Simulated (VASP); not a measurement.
Energy against volume of Pt3Ti (L1_2). All values below come from vdW-DF2, VASP's PBE PAW potentials (set 64) (plane waves; VASP). Run with 520 eV cut-off, 8×8×8 Γ-centred mesh, first-order Methfessel-Paxton smearing of 0.10 eV, potentials Ti_sv Pt.

| V (Å³/atom) | E (eV/atom) |
|---|---|
| 15.762 | -3.79840 |
| 16.266 | -3.82848 |
| 16.769 | -3.83795 |
| 17.272 | -3.83029 |

### Question
Fit these four points and predict the energy of the run at 17.775 Å³/atom.

### Answer
A cubic in V^(−2/3), the third-order Birch-Murnaghan form, passes through the four points with V0 = 16.78 Å³/atom and B0 = 181 GPa, and gives -3.8084 eV/atom there. The run gave -3.8085 eV/atom, -0.1 meV/atom from the fit; all five points give B0 = 180 GPa.

The compound is Pt3Ti in the L1_2 structure. It was relaxed first, which changed the volume by +11 %.
